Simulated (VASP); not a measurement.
```yaml
crystal:
  lattice:
    - [0.00000, 2.01803, 2.01803]
    - [2.01803, 0.00000, 2.01803]
    - [2.01803, 2.01803, 0.00000]
  atoms:
    - { symbol: Li, position: [0.00000, 0.00000, 0.00000] }
    - { symbol: F, position: [0.50000, 0.50000, 0.50000] }
```

Level of theory: PBE GGA, VASP's PBE PAW potentials (set 64) (plane waves; VASP). Numerical set-up: 400 eV cut-off, 9×9×9 Γ-centred mesh, Gaussian smearing of 0.010 eV, potentials Li_sv F.

Give the energies of bands 3 to 6 at the high-symmetry points, in eV from the valence-band maximum.

```tsv
band	Γ	X	U	L	W
3	-0.01	-2.98	-2.47	-2.46	-2.06
4	-0.01	-0.99	-1.54	-0.23	-2.06
5	-0.01	-0.99	-0.73	-0.23	-0.79
6	9.27	14.82	14.47	10.76	15.04
```

The gap is indirect, 9.27 eV, from the valence maximum at K-Γ at 0.89 to the conduction minimum at Γ.

The structure comes from a computed database's LiF entry; how it stands against other phases isn't given here. The cell was not relaxed at this level.
